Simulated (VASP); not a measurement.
Level of theory: PBE GGA, VASP's PBE PAW potentials (set 64) (plane waves; VASP).

The input files of a VASP run:

### INCAR
```
SYSTEM = CsBr
PREC = Accurate
ENCUT = 400
EDIFF = 1E-6
NELM = 100
ALGO = Normal
LREAL = .FALSE.
LASPH = .TRUE.
ISMEAR = 0
SIGMA = 0.05
GGA = PE
LMAXMIX = 4
LWAVE = .FALSE.
LCHARG = .FALSE.
IBRION = 2
ISIF = 3
NSW = 60
EDIFFG = -0.01
```

**POSCAR**
```
CsBr
1
    4.3864558961    -0.0000000000    -0.0000000000
   -0.0000000000     4.3864558961     0.0000000000
   -0.0000000000     0.0000000000     4.3864558961
Cs Br
1 1
Direct
  0.0000000000   0.0000000000   0.0000000000
  0.5000000000   0.5000000000   0.5000000000
```

KPOINTS:
```
Automatic mesh
0
Gamma
6 6 6
0 0 0
```

POTCAR, in this order: Cs_sv Br (PBE.64 set). Program: vasp_std.

Unless said otherwise, spin-orbit coupling is left out, though it shifts the bands of the heavy elements here.

Q: Estimate the energy per atom (σ→0), band gap (on the k-mesh).

A: 
| Quantity | Result |
|---|---|
| energy per atom (σ→0) | -3.012 eV/atom |
| band gap (on the k-mesh) | 4.25 eV |

### OSZICAR
```
...
DAV:   6    -0.606130929874E+01    0.24541E+00   -0.37334E-01   528   0.303E+00    0.111E+00
DAV:   7    -0.602045625789E+01    0.40853E-01   -0.18613E-01   580   0.218E+00    0.597E-01
DAV:   8    -0.602336210507E+01   -0.29058E-02   -0.12615E-02   548   0.793E-01    0.962E-02
DAV:   9    -0.602382324758E+01   -0.46114E-03   -0.25254E-03   572   0.304E-01    0.815E-02
DAV:  10    -0.602387029366E+01   -0.47046E-04   -0.16803E-04   552   0.103E-01    0.119E-02
DAV:  11    -0.602387590085E+01   -0.56072E-05   -0.36656E-05   588   0.362E-02    0.475E-03
DAV:  12    -0.602387584455E+01    0.56301E-07   -0.76024E-06   564   0.169E-02
   1 F= -.60238758E+01 E0= -.60238758E+01  d E =-.602388E+01
```

The compound is CsBr in the CsCl type structure. It was relaxed first, which changed the volume by +7 %. The start is the result of an earlier pass.
